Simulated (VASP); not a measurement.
All values below come from r2SCAN meta-GGA, VASP's PBE PAW potentials (set 64) (plane waves; VASP 6.6.1).

The input files of a VASP run:

### KPOINTS
```
Automatic mesh
0
Gamma
10 10 10
0 0 0
```

INCAR:
```
SYSTEM = TiTe
PREC = Accurate
ENCUT = 480
EDIFF = 1E-7
NELM = 100
ALGO = Normal
LREAL = .FALSE.
LASPH = .TRUE.
ISMEAR = 1
SIGMA = 0.1
METAGGA = R2SCAN
LMIXTAU = .TRUE.
LMAXMIX = 4
LWAVE = .FALSE.
LCHARG = .FALSE.
ISIF = 2
IBRION = 2
NSW = 30
EDIFFG = -0.01
```

**POSCAR**
```
TiTe
1
    0.0000000000     2.9037936888     2.8192171736
    2.8192171736     0.0000000000     2.8192171736
    2.8192171736     2.9037936888     0.0000000000
Te Ti
1 1
Direct
  1.0000000000   1.0000000000   0.0000000000
  0.5000000000   0.5000000000   0.5000000000
```

POTCAR, in this order: Te Ti_sv (PBE.64 set). Program: vasp_std.

Output of the run:

**OUTCAR**
```
 ion  position               nearest neighbor table
   1  0.000  0.000  0.000-   2 2.82   2 2.82   2 2.82   2 2.82   2 2.90   2 2.90
   2  0.500  0.500  0.500-   1 2.82   1 2.82   1 2.82   1 2.82   1 2.90   1 2.90
  LATTYP: Found a body centered tetragonal cell.
 ALAT       =     3.9869751622
 C/A-ratio  =     1.4566399692
 Subroutine PRICEL returns:
 Original cell was already a primitive cell.
 Subroutine GETGRP returns: Found 16 space group operations
The static configuration has the point symmetry D_4h.
The dynamic configuration has the point symmetry D_4h.
 Subroutine INISYM returns: Found 16 space group operations
 Subroutine IBZKPT returns following result:
 Found    102 irreducible k-points:

 Following reciprocal coordinates:
            Coordinates               Weight
  0.000000  0.000000  0.000000      1.000000
  0.100000  0.000000 -0.000000      8.000000
  0.200000  0.000000 -0.000000      8.000000
  0.300000  0.000000 -0.000000      8.000000
  0.400000  0.000000  0.000000      8.000000
  0.500000  0.000000 -0.000000      4.000000
  0.100000  0.100000  0.000000      4.000000
  0.200000  0.100000 -0.000000     16.000000
...
```

**OSZICAR**
```
       N       E                     dE             d eps       ncg     rms          rms(c)
DAV:   1     0.105398657926E+03    0.10540E+03   -0.89659E+03  2652   0.135E+03
DAV:   2    -0.291610904116E+02   -0.13456E+03   -0.13170E+03  2722   0.359E+02
DAV:   3    -0.434036751851E+02   -0.14243E+02   -0.13975E+02  5096   0.962E+01
DAV:   4    -0.441122987642E+02   -0.70862E+00   -0.69525E+00  3157   0.199E+01
DAV:   5    -0.441605856908E+02   -0.48287E-01   -0.47301E-01  4079   0.433E+00    0.992E+00
DAV:   6    -0.390951808171E+02    0.50654E+01   -0.19307E+01  3553   0.500E+01    0.419E+00
DAV:   7    -0.391166539159E+02   -0.21473E-01   -0.27347E+00  3172   0.191E+01    0.321E+00
DAV:   8    -0.391655793288E+02   -0.48925E-01   -0.27283E-01  3234   0.351E+00    0.123E+00
DAV:   9    -0.391069126739E+02    0.58667E-01   -0.13313E-01  2880   0.388E+00    0.511E-01
DAV:  10    -0.391640804675E+02   -0.57168E-01   -0.35059E-02  2817   0.200E+00    0.287E-01
DAV:  11    -0.391630397943E+02    0.10407E-02   -0.60792E-03  3241   0.667E-01    0.168E-01
DAV:  12    -0.391645492053E+02   -0.15094E-02   -0.70329E-03  2752   0.761E-01    0.659E-02
DAV:  13    -0.391650972382E+02   -0.54803E-03   -0.35383E-03  2692   0.533E-01    0.654E-02
DAV:  14    -0.391659755512E+02   -0.87831E-03   -0.37810E-04  2757   0.199E-01    0.157E-02
DAV:  15    -0.391660690175E+02   -0.93466E-04   -0.95685E-05  2947   0.123E-01    0.789E-03
DAV:  16    -0.391660823809E+02   -0.13363E-04   -0.68305E-06  3037   0.377E-02    0.530E-03
DAV:  17    -0.391660845936E+02   -0.22127E-05   -0.12739E-06  3380   0.104E-02    0.433E-03
DAV:  18    -0.391660853302E+02   -0.73664E-06   -0.11776E-06  2858   0.117E-02    0.136E-03
DAV:  19    -0.391660854764E+02   -0.14617E-06   -0.95544E-08  1551   0.473E-03    0.775E-04
DAV:  20    -0.391660853326E+02    0.14379E-06   -0.33570E-08  1376   0.308E-03    0.839E-04
DAV:  21    -0.391660854394E+02   -0.10679E-06   -0.19455E-08  1391   0.216E-03    0.636E-04
DAV:  22    -0.391660854602E+02   -0.20798E-07   -0.42337E-09  1386   0.715E-04
   1 F= -.39166085E+02 E0= -.39167157E+02  d E =-.391661E+02
```

OUTCAR:
```
------------------------ aborting loop because EDIFF is reached ----------------------------------------
  FORCE on cell =-STRESS in cart. coord.  units (eV):
  Direction    XX          YY          ZZ          XY          YZ          ZX
  --------------------------------------------------------------------------------------
  Total       -0.1270407     -1.4450723     -0.1270407      0.0000000     -0.0000000      0.0000000
  in kB       -4.4096163    -50.1588220     -4.4096163      0.0000000     -0.0000000      0.0000000
  external PRESSURE =     -19.6593515 kB  Pullay stress =       0.0000000 kB
  volume of cell :       46.16
      direct lattice vectors                 reciprocal lattice vectors
     0.000000000  2.903793689  2.819217174    -0.177354198  0.172188541  0.177354198
     2.819217174  0.000000000  2.819217174     0.177354198 -0.172188541  0.177354198
     2.819217174  2.903793689  0.000000000     0.177354198  0.172188541 -0.177354198
 POSITION                                       TOTAL-FORCE (eV/Angst)
 -----------------------------------------------------------------------------------
      0.00000      0.00000      0.00000        -0.000000      0.000000      0.000000
      2.81922      2.90379      2.81922         0.000000      0.000000     -0.000000
 -----------------------------------------------------------------------------------
    total drift:                                0.000000      0.000000      0.000000
  FREE ENERGIE OF THE ION-ELECTRON SYSTEM (eV)
  ---------------------------------------------------
  free  energy   TOTEN  =       -39.1660854602 eV

  energy  without entropy=      -39.1693006755  energy(sigma->0) =      -39.16715720

 reached required accuracy - stopping structural energy minimisation
```
(Selected blocks of OUTCAR.)

### OUTCAR
```
 val. band max:        9.1174909835   @ k =   0.3000   0.0000   0.1000

 cond. band min:       9.1392783412   @ k =   0.5000   0.0000   0.5000


 Fermi energy:         9.1326222900

 k-point     1 :       0.0000    0.0000    0.0000
  band No.  band energies     occupation
      1     -51.1091      2.00000
      2     -26.3605      2.00000
      3     -26.3604      2.00000
      4     -26.3554      2.00000
      5      -5.1817      2.00000
      6       7.4873      2.00000
      7       7.4873      2.00000
      8       7.5189      2.00000
      9       8.2673      2.00000
     10       8.4399      2.00000
     11       8.4399      2.00000
     12       8.6398      2.00000
     13       8.6810      2.00000

 k-point     2 :       0.1000    0.0000   -0.0000
  band No.  band energies     occupation
      1     -51.1090      2.00000
      2     -26.3629      2.00000
      3     -26.3604      2.00000
      4     -26.3562      2.00000
      5      -5.0729      2.00000
      6       6.5166      2.00000
      7       6.9230      2.00000
      8       6.9236      2.00000
      9       8.4566      2.00000
     10       8.5480      2.00000
     11       8.7408      2.00000
     12       9.2797     -0.05787
     13       9.3247     -0.02047

 k-point     3 :       0.2000    0.0000   -0.0000
  band No.  band energies     occupation
      1     -51.1085      2.00000
      2     -26.3700      2.00000
      3     -26.3603      2.00000
      4     -26.3572      2.00000
      5      -4.7635      2.00000
      6       4.9637      2.00000
      7       6.1604      2.00000
      8       6.1693      2.00000
      9       8.7093      2.00000
     10       8.7718      2.00000
     11       9.0078      2.07075
     12      10.3124     -0.00000
     13      10.3787     -0.00000

 k-point     4 :       0.3000    0.0000   -0.0000
  band No.  band energies     occupation
      1     -51.1080      2.00000
      2     -26.3793      2.00000
      3     -26.3603      2.00000
...
```

Unless said otherwise, spin-orbit coupling is left out, though it shifts the bands of the heavy elements here.

The structure was generated: TiTe was put into the rocksalt type (Fm-3m), which need not be its known phase. This cell was strained or had an atom moved on purpose. VASP warned that the highest band is occupied, so more bands are needed.
